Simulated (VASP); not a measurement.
Energy against volume of FePt (L1_0). Method: r2SCAN meta-GGA, VASP's PBE PAW potentials (set 64) (plane waves; VASP 6.6.1). Numerical set-up: 520 eV cut-off, 13×13×10 Γ-centred mesh, first-order Methfessel-Paxton smearing of 0.10 eV, potentials Fe Pt.

Shape and ions are relaxed at each volume.

| V (Å³/atom) | E (eV/atom) |
|---|---|
| 13.503 | -33.26293 |
| 13.921 | -33.27227 |
| 14.338 | -33.26391 |
| 14.756 | -33.24108 |

### Question
Fit these four points and predict the energy of the run at 13.085 Å³/atom.

### Answer
A cubic in V^(−2/3), the third-order Birch-Murnaghan form, passes through the four points with V0 = 13.92 Å³/atom and B0 = 226 GPa, and gives -33.2319 eV/atom there. The run gave -33.2327 eV/atom, -0.8 meV/atom from the fit; all five points give B0 = 223 GPa.

The compound is FePt in the L1_0 structure. It was relaxed first.
